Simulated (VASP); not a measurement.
Input of a VASP 6.6.1 run:

The input INCAR:

```
SYSTEM = Ti3ZnH
ALGO     = Normal         ! electronic algorithm
EDIFF    = 1E-7           ! SCF threshold, eV
ENCUT    = 520            ! plane-wave cutoff, eV
GGA      = PE             ! functional
ISIF     = 2              ! what is computed and relaxed
ISMEAR   = -1             ! smearing method
LASPH    = .True.         ! aspherical terms in the spheres
LCHARG   = .False.        ! write CHGCAR
LREAL    = .False.        ! projectors in reciprocal space
LWAVE    = .False.        ! write WAVECAR
NBANDS   = 32             ! bands
NELM     = 80             ! most SCF steps
PREC     = Accurate       ! precision mode
SIGMA    = 0.05           ! smearing width, eV
```

The input KPOINTS:

```
k-points
0
Gamma
  7 7 7
  0 0 0
```

POSCAR

```
Ti3ZnH
1.0
    4.0472800000      0.0000000000      0.0000000000
    0.0000000000      4.0472800000      0.0000000000
    0.0000000000      0.0000000000      4.0472800000
Ti Zn H
3 1 1
Direct
    0.0000000000      0.5000000000      0.5000000000
    0.5000000000      0.5000000000      0.0000000000
    0.5000000000      0.0000000000      0.5000000000
    0.0000000000      0.0000000000      0.0000000000
    0.5000000000      0.5000000000      0.5000000000
```

Potentials or basis: VASP PAW PBE potentials, release 64 (Ti_sv, Zn, H).

Launch:

```sh
$ cat potpaw_PBE.64/Ti_sv/POTCAR potpaw_PBE.64/Zn/POTCAR potpaw_PBE.64/H/POTCAR > POTCAR
$ mpirun -np 1 vasp_std > vasp.out
```

(1) Estimate the band gap on the k mesh.

(2) What does it give for the pressure?

## Answers

(1) none (metal or under the smearing width).

(2) 0.0 GPa.
